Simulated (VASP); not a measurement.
Computed with PBE GGA, VASP's PBE PAW potentials (set 64) (plane waves; VASP).

VASP input:

**INCAR**
```
SYSTEM = Tl
PREC = Accurate
ENCUT = 300
EDIFF = 1E-6
NELM = 100
ALGO = Normal
LREAL = .FALSE.
LASPH = .TRUE.
ISMEAR = 0
SIGMA = 0.1
GGA = PE
LMAXMIX = 4
LWAVE = .FALSE.
LCHARG = .FALSE.
ISIF = 2
```

### POSCAR
```
Tl
1
    3.4529940000     0.0000000000     0.0000000000
   -1.7264970000     2.9903800000     0.0000000000
    0.0000000000     0.0000000000    11.1100300000
Tl
4
Direct
  0.0000000000   0.0000000000   0.0000000000
  0.0000000000   0.0000000000   0.5000000000
  0.3333330000   0.6666670000   0.2500000000
  0.6666670000   0.3333330000   0.7500000000
```

KPOINTS:
```
Automatic mesh
0
Gamma
 2 2 1
```

POTCAR, in this order: Tl_d (PBE.64 set). Program: vasp_std.

The resulting files:

OUTCAR:
```
 ion  position               nearest neighbor table
   1  0.000  0.000  0.000-   3 3.42   4 3.42   3 3.42   4 3.42   4 3.42   3 3.42
   2  0.000  0.000  0.500-   3 3.42   4 3.42   3 3.42   4 3.42   4 3.42   3 3.42
   3  0.333  0.667  0.250-   1 3.42   2 3.42   1 3.42   2 3.42   1 3.42   2 3.42
   4  0.667  0.333  0.750-   1 3.42   2 3.42   1 3.42   2 3.42   1 3.42   2 3.42
  LATTYP: Found a hexagonal cell.
 ALAT       =     3.4529940000
 C/A-ratio  =     3.2175063148
 Subroutine PRICEL returns:
 Original cell was already a primitive cell.
 Subroutine GETGRP returns: Found 24 space group operations
The static configuration has the point symmetry D_3d.
 The point group associated with its full space group is D_6h.
The dynamic configuration has the point symmetry D_3d.
 Subroutine INISYM returns: Found 24 space group operations
 Subroutine IBZKPT returns following result:
 Found      2 irreducible k-points:

 Following reciprocal coordinates:
            Coordinates               Weight
  0.000000  0.000000  0.000000      1.000000
  0.500000 -0.000000  0.000000      3.000000
   k-points           NKPTS =      2   k-points in BZ     NKDIM =      2   number of bands    NBANDS=     31
   number of dos      NEDOS =    301   number of ions     NIONS =      4
   total plane-waves  NPLWV =  25600
...
```

File OSZICAR:
```
       N       E                     dE             d eps       ncg     rms          rms(c)
DAV:   1     0.201039746223E+03    0.20104E+03   -0.21054E+04   140   0.102E+03
DAV:   2    -0.784401626985E+01   -0.20888E+03   -0.20671E+03   138   0.256E+02
DAV:   3    -0.116052528396E+02   -0.37612E+01   -0.37515E+01   152   0.310E+01
DAV:   4    -0.116266781027E+02   -0.21425E-01   -0.21425E-01   138   0.260E+00
DAV:   5    -0.116270208283E+02   -0.34273E-03   -0.34273E-03   145   0.315E-01    0.396E+00
DAV:   6    -0.115506798394E+02    0.76341E-01   -0.14413E-01   138   0.240E+00    0.275E+00
DAV:   7    -0.115358103691E+02    0.14869E-01   -0.96448E-02   138   0.195E+00    0.638E-01
DAV:   8    -0.115335712844E+02    0.22391E-02   -0.12791E-02   138   0.696E-01    0.421E-02
DAV:   9    -0.115335856502E+02   -0.14366E-04   -0.63490E-05   138   0.528E-02    0.169E-02
DAV:  10    -0.115335950318E+02   -0.93816E-05   -0.16315E-05   138   0.276E-02    0.422E-03
DAV:  11    -0.115335957770E+02   -0.74524E-06   -0.14405E-06    83   0.747E-03
   1 F= -.11533596E+02 E0= -.11514313E+02  d E =-.385656E-01
```

### OUTCAR
```
------------------------ aborting loop because EDIFF is reached ----------------------------------------
  FORCE on cell =-STRESS in cart. coord.  units (eV):
  Direction    XX          YY          ZZ          XY          YZ          ZX
  --------------------------------------------------------------------------------------
  Total        3.3595553      3.3595541     -5.7753466     -0.0000000     -0.0000000      0.0000000
  in kB       46.9196689     46.9196525    -80.6586968     -0.0000000     -0.0000000      0.0000000
  external PRESSURE =       4.3935415 kB  Pullay stress =       0.0000000 kB
  volume of cell :      114.72
      direct lattice vectors                 reciprocal lattice vectors
     3.452994000  0.000000000  0.000000000     0.289603747  0.167202830  0.000000000
    -1.726497000  2.990380000  0.000000000     0.000000000  0.334405661  0.000000000
     0.000000000  0.000000000 11.110030000     0.000000000  0.000000000  0.090008758
 POSITION                                       TOTAL-FORCE (eV/Angst)
 -----------------------------------------------------------------------------------
      0.00000      0.00000      0.00000         0.000000     -0.000000      0.000000
      0.00000      0.00000      5.55502         0.000000     -0.000000      0.000000
     -0.00000      1.99359      2.77751        -0.000000      0.000000      0.000000
      1.72650      0.99679      8.33252         0.000000     -0.000000     -0.000000
 -----------------------------------------------------------------------------------
    total drift:                                0.000000     -0.000000      0.000000
  FREE ENERGIE OF THE ION-ELECTRON SYSTEM (eV)
  ---------------------------------------------------
  free  energy   TOTEN  =       -11.5335957770 eV

  energy  without entropy=      -11.4950301971  energy(sigma->0) =      -11.51431299
```
(Selected blocks of OUTCAR.)

At this cut-off the stress carries a Pulay error, which pulls relaxed volumes low.

The structure was generated: Tl was put into an ordered model structure, which need not be its known phase. The cell was not relaxed at this level. The k-mesh is coarse (spacing up to 1.05 per Å, 2π included), so the numbers may not be converged in it. The run is one of a series of settings (KPOINTS 2×2×1 Γ-centred mesh against the base run), some of them coarse on purpose.
